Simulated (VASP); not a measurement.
Computed with rev-vdW-DF2, VASP's PBE PAW potentials (set 64) (plane waves; VASP).

VASP ran on this input.

KPOINTS:
```
Automatic mesh
0
Gamma
7 7 2
0 0 0
```

File POSCAR:
```
MoTe2
1
    1.7487211890    -3.0288735344     0.0000000000
    1.7487211890     3.0288735344     0.0000000000
    0.0000000000    -0.0000000000    13.9731535570
Te Mo
4 2
Direct
  0.3333330000   0.6666670000   0.8791597395
  0.6666670000   0.3333330000   0.3791597395
  0.6666670000   0.3333330000   0.1208402605
  0.3333330000   0.6666670000   0.6208402605
  0.3333330000   0.6666670000   0.2500000000
  0.6666670000   0.3333330000   0.7500000000
```

INCAR:
```
SIGMA=0.05
GGA=MK
PREC=Accurate
LREAL=.FALSE.   ! projection in real space or not
NELM=100
EDIFF=1E-6   ! SCF stop (eV)
LUSE_VDW=.TRUE.
SYSTEM=MoTe2
LMAXMIX=4
LASPH=.TRUE.
ZAB_VDW=-1.8867
ENCUT=520   ! plane-wave cut-off (eV)
NSW=60   ! most ionic steps
ISIF=3
ISMEAR=0   ! Gaussian
LCHARG=.FALSE.
AGGAC=0.0
IBRION=2
EDIFFG=-0.02   ! ionic stop
PARAM1=0.1234568
ALGO=Normal   ! blocked Davidson
PARAM2=0.7114
LWAVE=.FALSE.
```

POTCAR, in this order: Te Mo_sv (PBE.64 set). Program: vasp_std.

Output

OUTCAR:
```
 ion  position               nearest neighbor table
   1  0.333  0.667  0.879-   6 2.71   6 2.71   6 2.71   4 3.61
   2  0.667  0.333  0.379-   5 2.71   5 2.71   5 2.71   3 3.61
   3  0.667  0.333  0.121-   5 2.71   5 2.71   5 2.71   2 3.61
   4  0.333  0.667  0.621-   6 2.71   6 2.71   6 2.71   1 3.61
   5  0.333  0.667  0.250-   2 2.71   3 2.71   2 2.71   3 2.71   2 2.71   3 2.71
   6  0.667  0.333  0.750-   1 2.71   4 2.71   1 2.71   4 2.71   1 2.71   4 2.71
  LATTYP: Found a hexagonal cell.
 ALAT       =     3.4974420201
 C/A-ratio  =     3.9952495214
 Subroutine PRICEL returns:
 Original cell was already a primitive cell.
 Subroutine GETGRP returns: Found 24 space group operations
The static configuration has the point symmetry D_3d.
 The point group associated with its full space group is D_6h.
The dynamic configuration has the point symmetry D_3d.
 Subroutine INISYM returns: Found 24 space group operations
 Subroutine IBZKPT returns following result:
 Found     16 irreducible k-points:

 Following reciprocal coordinates:
            Coordinates               Weight
  0.000000  0.000000  0.000000      1.000000
  0.142857 -0.000000  0.000000      6.000000
  0.285714 -0.000000  0.000000      6.000000
  0.428571 -0.000000  0.000000      6.000000
  0.142857  0.142857  0.000000      6.000000
  0.285714  0.142857  0.000000     12.000000
  0.428571  0.142857  0.000000      6.000000
  0.285714  0.285714  0.000000      6.000000
  0.000000  0.000000  0.500000      1.000000
  0.142857 -0.000000  0.500000      6.000000
  0.285714 -0.000000  0.500000      6.000000
  0.428571 -0.000000  0.500000      6.000000
  0.142857  0.142857  0.500000      6.000000
  0.285714  0.142857  0.500000     12.000000
  0.428571  0.142857  0.500000      6.000000
  0.285714  0.285714  0.500000      6.000000
   k-points           NKPTS =     16   k-points in BZ     NKDIM =     16   number of bands    NBANDS=     31
   number of dos      NEDOS =    301   number of ions     NIONS =      6
   total plane-waves  NPLWV =  84672
   dimension x,y,z NGX =    28 NGY =   28 NGZ =  108
   dimension x,y,z NGXF=    56 NGYF=   56 NGZF=  216
   ions per type =               4   2
   PREC   = accura    normal or accurate (medium, high low for compatibility)
   ISTART =      0    job   : 0-new  1-cont  2-samecut
   ICHARG =      2    charge: 1-file 2-atom 10-const
   ISPIN  =      1    spin polarized calculation?
   LNONCOLLINEAR =      F non collinear calculations
   LSORBIT =      F    spin-orbit coupling
   INIWAV =      1    electr: 0-lowe 1-rand  2-diag
   ENCUT  =  520.0 eV  38.22 Ry    6.18 a.u.   6.50  6.50 25.98*2*pi/ulx,y,z
   NELM   =    100;   NELMIN=  2; NELMDL= -5     # of ELM steps
   EDIFF  = 0.1E-05   stopping-criterion for ELM
   LREAL  =      F    real-space projection
   NLSPLINE    = F    spline interpolate recip. space projectors
   LMAXMIX     =    4 max onsite mixed and CHGCAR
   VOSKOWN=      0    Vosko Wilk Nusair interpolation
   EDIFFG = -.2E-01   stopping-criterion for IOM
   NSW    =     60    number of steps for IOM
   NBLOCK =      1;   KBLOCK =     60    inner block; outer block
   IBRION =      2    ionic relax: 0-MD 1-quasi-New 2-CG
   NFREE  =      1    steps in history (QN), initial steepest desc. (CG)
   ISIF   =      3    stress and relaxation
   ISYM   =      2    0-nonsym 1-usesym 2-fastsym
   TEIN   =    0.0    initial temperature
   TEBEG  =    0.0;   TEEND  =   0.0 temperature during run
   SMASS  =  -3.00    Nose mass-parameter (am)
   PSTRESS=    0.0 pullay stress
   NELECT =      52.0000    total number of electrons
   EFERMI =   0.00;   METHOD = LEGACY
   ISMEAR =     0;   SIGMA  =   0.05  broadening in eV -4-tet -1-fermi 0-gaus
   IALGO  =     38    algorithm
   LDIAG  =      T    sub-space diagonalisation (order eigenvalues)
   IMIX   =      4    mixing-type and parameters
...
```

### OSZICAR
```
       N       E                     dE             d eps       ncg     rms          rms(c)
DAV:   1     0.409861002058E+03    0.40986E+03   -0.27592E+04  1160   0.151E+03
DAV:   2    -0.198197488124E+01   -0.41184E+03   -0.40279E+03  1236   0.346E+02
DAV:   3    -0.248114876517E+02   -0.22830E+02   -0.22626E+02  1208   0.686E+01
DAV:   4    -0.255203616770E+02   -0.70887E+00   -0.70548E+00  1252   0.115E+01
DAV:   5    -0.255387596013E+02   -0.18398E-01   -0.18389E-01  1297   0.194E+00    0.222E+01
DAV:   6    -0.247683263667E+02    0.77043E+00   -0.85682E+00  1173   0.144E+01    0.903E+00
DAV:   7    -0.247317639173E+02    0.36562E-01   -0.85763E+00  1107   0.118E+01    0.651E+00
DAV:   8    -0.243019211863E+02    0.42984E+00   -0.17741E+00  1220   0.606E+00    0.320E+00
DAV:   9    -0.243015822174E+02    0.33897E-03   -0.28897E-01  1297   0.232E+00    0.122E+00
DAV:  10    -0.242963097913E+02    0.52724E-02   -0.40617E-02  1275   0.102E+00    0.318E-01
DAV:  11    -0.242965724499E+02   -0.26266E-03   -0.21335E-03  1255   0.240E-01    0.261E-01
DAV:  12    -0.242965082502E+02    0.64200E-04   -0.34702E-04  1177   0.864E-02    0.140E-01
DAV:  13    -0.242964811233E+02    0.27127E-04   -0.65659E-05  1192   0.442E-02    0.936E-02
DAV:  14    -0.242964759479E+02    0.51754E-05   -0.20037E-05  1171   0.183E-02    0.503E-02
DAV:  15    -0.242964751175E+02    0.83041E-06   -0.13907E-06   748   0.610E-03
   1 F= -.24296475E+02 E0= -.24296475E+02  d E =-.242965E+02
       N       E                     dE             d eps       ncg     rms          rms(c)
DAV:   1    -0.265946683106E+02   -0.22982E+01   -0.49003E+01  1046   0.524E+01    0.117E+01
DAV:   2    -0.261997898757E+02    0.39488E+00   -0.39653E+01  1150   0.303E+01    0.858E+00
DAV:   3    -0.242763755125E+02    0.19234E+01   -0.96244E+00  1109   0.122E+01    0.481E+00
DAV:   4    -0.242850660399E+02   -0.86905E-02   -0.52289E-01  1189   0.277E+00    0.187E+00
DAV:   5    -0.242422849938E+02    0.42781E-01   -0.13467E-01  1034   0.225E+00    0.573E-01
DAV:   6    -0.242415186750E+02    0.76632E-03   -0.17980E-02  1390   0.585E-01    0.469E-01
DAV:   7    -0.242414262692E+02    0.92406E-04   -0.71128E-03  1264   0.308E-01    0.196E-01
DAV:   8    -0.242412287468E+02    0.19752E-03   -0.87575E-04  1281   0.143E-01    0.173E-01
DAV:   9    -0.242412144986E+02    0.14248E-04   -0.86031E-05  1233   0.443E-02    0.612E-02
DAV:  10    -0.242412095168E+02    0.49818E-05   -0.50267E-05  1137   0.231E-02    0.550E-02
DAV:  11    -0.242412103148E+02   -0.79798E-06   -0.14542E-06   725   0.569E-03
   2 F= -.24241210E+02 E0= -.24241210E+02  d E =0.552648E-01
       N       E                     dE             d eps       ncg     rms          rms(c)
DAV:   1    -0.251561590334E+02   -0.91495E+00   -0.18557E+01  1006   0.322E+01    0.874E+00
DAV:   2    -0.246635368218E+02    0.49262E+00   -0.75493E+00  1101   0.147E+01    0.408E+00
DAV:   3    -0.243760722886E+02    0.28746E+00   -0.30232E+00  1100   0.651E+00    0.315E+00
DAV:   4    -0.243445689130E+02    0.31503E-01   -0.18622E-01  1038   0.218E+00    0.947E-01
DAV:   5    -0.243306118645E+02    0.13957E-01   -0.10882E-01  1117   0.165E+00    0.723E-01
DAV:   6    -0.243289732457E+02    0.16386E-02   -0.17590E-02  1349   0.530E-01    0.202E-01
DAV:   7    -0.243286303047E+02    0.34294E-03   -0.33438E-03  1176   0.289E-01    0.965E-02
DAV:   8    -0.243286560779E+02   -0.25773E-04   -0.20097E-04  1259   0.704E-02    0.584E-02
DAV:   9    -0.243286388522E+02    0.17226E-04   -0.10075E-04  1187   0.521E-02    0.184E-02
DAV:  10    -0.243286385334E+02    0.31877E-06   -0.31663E-06  1042   0.925E-03
   3 F= -.24328639E+02 E0= -.24328639E+02  d E =-.321634E-01
       N       E                     dE             d eps       ncg     rms          rms(c)
DAV:   1    -0.243287663288E+02   -0.12748E-03   -0.27177E-03  1037   0.390E-01    0.106E-01
DAV:   2    -0.243287056670E+02    0.60662E-04   -0.15326E-03  1115   0.198E-01    0.615E-02
DAV:   3    -0.243286435018E+02    0.62165E-04   -0.52597E-04  1132   0.870E-02    0.343E-02
DAV:   4    -0.243286411009E+02    0.24009E-05   -0.24498E-05  1083   0.248E-02    0.962E-03
DAV:   5    -0.243286395756E+02    0.15253E-05   -0.12679E-05  1158   0.185E-02    0.741E-03
DAV:   6    -0.243286400998E+02   -0.52425E-06   -0.11576E-06   559   0.500E-03
   4 F= -.24328640E+02 E0= -.24328640E+02  d E =-.321650E-01
       N       E                     dE             d eps       ncg     rms          rms(c)
DAV:   1    -0.243403105072E+02   -0.11671E-01   -0.35094E-01  1006   0.412E+00    0.704E-01
DAV:   2    -0.243326027806E+02    0.77077E-02   -0.25532E-02  1029   0.991E-01    0.250E-01
DAV:   3    -0.243311364765E+02    0.14663E-02   -0.64422E-03  1224   0.339E-01    0.234E-01
DAV:   4    -0.243308579559E+02    0.27852E-03   -0.17969E-03  1182   0.206E-01    0.973E-02
DAV:   5    -0.243307359818E+02    0.12197E-03   -0.38171E-04  1132   0.101E-01    0.699E-02
DAV:   6    -0.243307199947E+02    0.15987E-04   -0.20230E-04  1223   0.602E-02    0.383E-02
DAV:   7    -0.243307174506E+02    0.25441E-05   -0.14808E-05  1206   0.205E-02    0.305E-02
DAV:   8    -0.243307175357E+02   -0.85151E-07   -0.53677E-07   685   0.360E-03
   5 F= -.24330718E+02 E0= -.24330718E+02  d E =-.207744E-02
       N       E                     dE             d eps       ncg     rms          rms(c)
DAV:   1    -0.243318026799E+02   -0.10852E-02   -0.35429E-02  1006   0.131E+00    0.228E-01
DAV:   2    -0.243310241711E+02    0.77851E-03   -0.25854E-03  1029   0.314E-01    0.785E-02
DAV:   3    -0.243308752653E+02    0.14891E-03   -0.62897E-04  1224   0.108E-01    0.721E-02
DAV:   4    -0.243308463224E+02    0.28943E-04   -0.18481E-04  1183   0.667E-02    0.316E-02
DAV:   5    -0.243308337740E+02    0.12548E-04   -0.38245E-05  1146   0.319E-02    0.225E-02
DAV:   6    -0.243308312010E+02    0.25730E-05   -0.20770E-05  1201   0.196E-02    0.124E-02
DAV:   7    -0.243308309661E+02    0.23488E-06   -0.13455E-06   609   0.678E-03
   6 F= -.24330831E+02 E0= -.24330831E+02  d E =-.219087E-02
```

File OUTCAR:
```
------------------------ aborting loop because EDIFF is reached ----------------------------------------
  FORCE on cell =-STRESS in cart. coord.  units (eV):
  Direction    XX          YY          ZZ          XY          YZ          ZX
  --------------------------------------------------------------------------------------
  Total        0.0122339      0.0122339      0.0702140      0.0000000      0.0000000      0.0000000
  in kB        0.1290367      0.1290366      0.7405793      0.0000000      0.0000000      0.0000000
  external PRESSURE =       0.3328842 kB  Pullay stress =       0.0000000 kB
  volume of cell :      151.90
      direct lattice vectors                 reciprocal lattice vectors
     1.767546584 -3.061480061 -0.000000000     0.282877976 -0.163319698 -0.000000000
     1.767546584  3.061480061 -0.000000000     0.282877976  0.163319698 -0.000000000
     0.000000000  0.000000000 14.035592445     0.000000000  0.000000000  0.071247438
 POSITION                                       TOTAL-FORCE (eV/Angst)
 -----------------------------------------------------------------------------------
      1.76755      1.02050     12.34216         0.000000      0.000000     -0.005734
      1.76755     -1.02050      5.32436         0.000000     -0.000000     -0.005734
      1.76755     -1.02050      1.69343         0.000000     -0.000000      0.005734
      1.76755      1.02050      8.71123         0.000000      0.000000      0.005734
      1.76755      1.02050      3.50890         0.000000     -0.000000      0.000000
      1.76755     -1.02050     10.52669        -0.000000      0.000000      0.000000
 -----------------------------------------------------------------------------------
    total drift:                               -0.000000      0.001636     -0.000023
  FREE ENERGIE OF THE ION-ELECTRON SYSTEM (eV)
  ---------------------------------------------------
  free  energy   TOTEN  =       -24.3308309661 eV

  energy  without entropy=      -24.3308309661  energy(sigma->0) =      -24.33083097

 reached required accuracy - stopping structural energy minimisation
```
(Selected blocks of OUTCAR.)

File CONTCAR:
```
MoTe2
   1.00000000000000
     1.7675465838503321   -3.0614800613498478   -0.0000000000000000
     1.7675465838503321    3.0614800613498478   -0.0000000000000000
     0.0000000000000000    0.0000000000000000   14.0355924448123019
  Te              Mo
     4     2
Direct
     0.3333330000000032    0.6666669999999968    0.8793472275252515
     0.6666669999999968    0.3333330000000032    0.3793472275252515
     0.6666669999999968    0.3333330000000032    0.1206527724747485
     0.3333330000000032    0.6666669999999968    0.6206527724747485
     0.3333330000000032    0.6666669999999968    0.2500000000000000
     0.6666669999999968    0.3333330000000032    0.7500000000000000
```

Energy and stress use the plane-wave basis of the starting cell.

The compound is MoTe2 in the 2H layered structure. This run relaxes it. Symmetry was kept, so distortions that lower it aren't found. The start is the result of an earlier pass.
